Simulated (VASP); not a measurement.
Ga11CuP12 (a cell with a defect):

```xyz
24
Lattice="0.0000 8.1758 8.1758 5.4505 0.0000 5.4505 5.4505 5.4505 0.0000" Properties=species:S:1:pos:R:3 pbc="T T T"
Cu    0.0108    8.1710    8.1674
Ga    2.7253    2.7276    0.0295
Ga    2.7313    0.0159    2.7265
Ga    5.4379    2.7232    2.7209
Ga    0.0252    2.7078    2.7025
Ga    2.7497    5.4275    2.6972
Ga    2.7501    2.6966    5.4262
Ga    5.4593    5.4392    5.4241
Ga    5.4721    5.4769   10.9054
Ga    8.1628    8.1733   10.8955
Ga    2.7168    5.4755    8.1335
Ga    5.4528    8.1823    8.1532
P     1.3297    1.3150    1.3231
P     4.1355    4.1258    1.3210
P     4.1345    1.3206    4.1196
P     6.8271    4.0759    4.0786
P     1.3717    4.0880    4.0864
P     4.0867    6.8166    4.0765
P     4.0939    4.0832    6.8014
P     6.8143    6.8072    6.8034
P     1.3213    6.8732    6.8405
P     4.0823    9.5551    6.8024
P     4.0887    6.8220    9.5253
P     6.8148    9.5521    9.5185
```

Base run:

```yaml
Program: VASP 6.6.1
Functional: PBEsol
Potentials_or_basis: VASP PAW PBE potentials, release 64 (Cu, Ga_d, P)
Cutoff: 350 eV
k_mesh: 2 × 3 × 3
Occupations: gaussian, width 0.03 eV
Spin: collinear spin, ferromagnetic start
Starting_moments: "[2.0, 0.0, 0.0, 0.0, 0.0, 0.0, 0.0, 0.0, 0.0, 0.0, 0.0, 0.0, 0.0, 0.0, 0.0, 0.0, 0.0, 0.0, 0.0, 0.0, 0.0, 0.0, 0.0, 0.0] μB"
Fixed_moment: 2 μB
Hubbard_terms: Cu d U = 5 eV
```

Its results: pressure -1.8 GPa; net moment 2.00 μB per cell; site moments Cu +0.24; Ga +0.02, +0.01; P +0.14, +0.13, +0.03, +0.07, +0.04, +0.12 μB; largest force 0.164 eV/Å.

Q: The run is repeated on the same cell with these changes: k mesh from 2 × 3 × 3 to 2 × 2 × 2; fixed moment from 2 μB to none. What comes out?

A: Pressure -1.8 GPa; net moment 0.37 μB per cell; site moments Cu +0.05; Ga +0.00, +0.01, -0.00; P +0.04, +0.02, -0.00, +0.01, +0.00 μB; largest force 0.134 eV/Å.

Caveats: some runs use coarse meshes; the cutoff is under 1.25 times the usual one of these potentials, so pressure, stress and relaxed cells hold a basis-set (Pulay) error; the PAW data sets were made with another functional, which shifts forces and pressure a little; the U is typed as a test and isn't derived for this compound; the total moment is fixed, so each spin has its own Fermi level (some runs).
